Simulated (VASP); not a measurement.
Crystal: Si2Ni.

```
Si Ni
1.0
     0.00000    2.69316    2.69316
     2.69316    0.00000    2.69316
     2.69316    2.69316    0.00000
Si Ni
2 1
Cartesian
  1.3466 1.3466 1.3466
  4.0397 4.0397 4.0397
  0.0000 0.0000 0.0000
```

The cell comes from a database or a generator and needn't be the stable form of this composition.

- Program: VASP 6.6.1
- Task: relaxation of cell and atoms
- Functional: PBE
- Potentials or basis: VASP PAW PBE potentials, release 64 (Si, Ni)
- Cutoff: 600 eV
- k mesh: 14 × 14 × 14
- Occupations: gaussian, width 0.1 eV
- Spin: collinear spin, ferromagnetic start
- Starting moments: [0.0, 0.0, 1.0] μB

At the start: pressure 5.2 GPa; volume 13.02 Å³/atom.

Question: How do energy, volume and symmetry change on relaxing?

Answer: Over 3 steps the energy falls by 6.9 meV/atom and the volume is 13.46 Å³/atom (+3.4 %); space group Fm-3m (No. 225, to 0.05 Å); moment 0.00 μB per cell.

The path:
| step | energy change (eV) | largest force (eV/Å) | pressure (GPa) | volume (Å³) |
| --- | --- | --- | --- | --- |
| 1 | 0.0000 | 0.0000 | 5.17 | 39.07 |
| 2 | -0.0076 | 0.0000 | -3.68 | 41.49 |
| 3 | -0.0207 | 0.0000 | 0.02 | 40.39 |

Final structure:
```
Si Ni
1.0
     0.00000    2.72319    2.72319
     2.72319    0.00000    2.72319
     2.72319    2.72319    0.00000
Si Ni
2 1
Direct
  0.25000 0.25000 0.25000
  0.75000 0.75000 0.75000
  0.00000 0.00000 0.00000
```
